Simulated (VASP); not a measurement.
Consider the following.

```
CELL_PARAMETERS angstrom
      0.00000     4.06500     4.06500
      4.06500     0.00000     4.06500
      2.03250     2.03250     0.00000
ATOMIC_POSITIONS crystal
  Au 0.00000 0.00000 0.00000
  Au 0.00000 0.50000 0.00000
  Al 0.50000 0.00000 0.00000
  Al 0.50000 0.50000 0.00000
```

The numbers are results of PBEsol GGA, VASP's PBE PAW potentials (set 64) (plane waves; VASP 6.6.1), not measurements. Settings: 400 eV cut-off, 7×7×14 Γ-centred mesh, first-order Methfessel-Paxton smearing of 0.10 eV, potentials Au Al.

Problem. The ions, cell shape and volume are relaxed. What does this cell relax into?

Solution. 
```
CELL_PARAMETERS angstrom
      0.56805     3.78043     3.78043
      4.34848     0.00000     4.34848
      2.17424     2.17424     0.00000
ATOMIC_POSITIONS crystal
  Au 0.00000 0.00000 0.00000
  Au 0.00000 0.50000 0.00000
  Al 0.50000 0.00000 0.00000
  Al 0.50000 0.50000 0.00000
```
Space group R-3m (166), at a tolerance of 0.03 Å.

Problem. How do energy and volume change from the first to the last step?

Solution. The energy (σ→0) changes by -131.1 meV/atom and the volume by -1.6 %, in 12 ionic steps.

The structure was generated: Al2Au2 was put into an ordered model structure (R-3m), which need not be its known phase. This run relaxes it. Symmetry was kept, so distortions that lower it aren't found.
